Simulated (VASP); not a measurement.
OSZICAR of a VASP run on FeAl (CsCl type):

OSZICAR:
```
       N       E                     dE             d eps       ncg     rms          rms(c)
DAV:   1     0.345440041971E+02    0.34544E+02   -0.56812E+03  1528   0.137E+03
DAV:   2    -0.162775339971E+02   -0.50822E+02   -0.49350E+02  1513   0.216E+02
DAV:   3    -0.177091996236E+02   -0.14317E+01   -0.14164E+01  1815   0.521E+01
DAV:   4    -0.177401512693E+02   -0.30952E-01   -0.30930E-01  1943   0.696E+00
DAV:   5    -0.177409395503E+02   -0.78828E-03   -0.78826E-03  1943   0.106E+00    0.967E+00
DAV:   6    -0.245949653999E+02   -0.68540E+01   -0.11169E+01  1597   0.576E+01    0.413E+00
DAV:   7    -0.245436268612E+02    0.51339E-01   -0.21948E+00  1796   0.247E+01    0.289E+00
DAV:   8    -0.245728785430E+02   -0.29252E-01   -0.20931E+00  1762   0.223E+01    0.277E+00
DAV:   9    -0.244780152671E+02    0.94863E-01   -0.12467E+00  1797   0.173E+01    0.731E-01
DAV:  10    -0.244694900370E+02    0.85252E-02   -0.12531E-01  1791   0.544E+00    0.408E-01
DAV:  11    -0.244783237310E+02   -0.88337E-02   -0.35806E-02  1734   0.293E+00    0.185E-01
DAV:  12    -0.244786638762E+02   -0.34015E-03   -0.32578E-03  1795   0.948E-01    0.126E-02
DAV:  13    -0.244787335298E+02   -0.69654E-04   -0.45991E-05  1617   0.707E-02    0.135E-02
DAV:  14    -0.244787242420E+02    0.92878E-05   -0.17900E-05  1757   0.614E-02    0.169E-02
DAV:  15    -0.244787339819E+02   -0.97398E-05   -0.11860E-05  1608   0.471E-02    0.504E-03
DAV:  16    -0.244787352522E+02   -0.12703E-05   -0.10075E-06   785   0.165E-02    0.127E-03
DAV:  17    -0.244787352989E+02   -0.46772E-07   -0.23998E-07   771   0.108E-02
   1 F= -.24478735E+02 E0= -.24478571E+02  d E =-.244787E+02
       N       E                     dE             d eps       ncg     rms          rms(c)
DAV:   1    -0.244790323079E+02   -0.29706E-03   -0.57577E-03  1580   0.149E+00    0.162E-01
DAV:   2    -0.244793162491E+02   -0.28394E-03   -0.11568E-02  1771   0.170E+00    0.196E-01
DAV:   3    -0.244787388404E+02    0.57741E-03   -0.45342E-03  1773   0.108E+00    0.232E-02
DAV:   4    -0.244787347282E+02    0.41123E-05   -0.32697E-05  1734   0.705E-02    0.271E-03
DAV:   5    -0.244787351492E+02   -0.42106E-06   -0.18593E-06   821   0.237E-02
   2 F= -.24478735E+02 E0= -.24478571E+02  d E =0.149707E-06
```

**Question.** Which electronic solver shows in the log?

**Answer.** It is blocked Davidson (ALGO = Normal, or the opening steps of other solvers). The INCAR had ALGO = Normal.

**Question.** How was spin treated?

**Answer.** Without spin polarisation: there is no mag entry.

**Question.** Can the final energy be trusted as converged?

**Answer.** The run converged. It stopped with EDIFF = 1E-6, NELM = 100, NSW = 60 and EDIFFG = -0.01 after 2 ionic steps (TPSS meta-GGA, plane waves, VASP's PBE PAW potentials (set 64)).

The compound is FeAl in the CsCl type structure. This run relaxes it. Symmetry was kept, so distortions that lower it aren't found. The start is the result of an earlier pass. The run is not spin-polarised, so no magnetic state was tried. The electron count is odd and the run is not spin-polarised, which forces a metal.
